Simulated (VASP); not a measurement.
Input:

```xyz
3
Lattice="0.0000 2.6988 2.6988 2.6988 0.0000 2.6988 2.6988 2.6988 0.0000" Properties=species:S:1:pos:R:3 pbc="T T T"
Ce     0.0000     0.0000     0.0000
O      1.3494     1.3494     1.3494
O      4.0482     4.0482     4.0482
```

All values below come from PBEsol GGA, VASP's PBE PAW potentials (set 64) (plane waves; VASP). Run with 530 eV cut-off, 7×7×7 Γ-centred mesh, Gaussian smearing of 0.050 eV, potentials Ce O.

**Question.** Predict the energy per atom (σ→0).

**Answer.** 
```yaml
energy per atom (σ→0): -885.9 kJ/mol-atom
```

Only differences to runs with the same potentials and settings are physical.

The compound is CeO2 in the fluorite structure. It was relaxed first. The start is the result of an earlier pass. The run is not spin-polarised, so no magnetic state was tried.
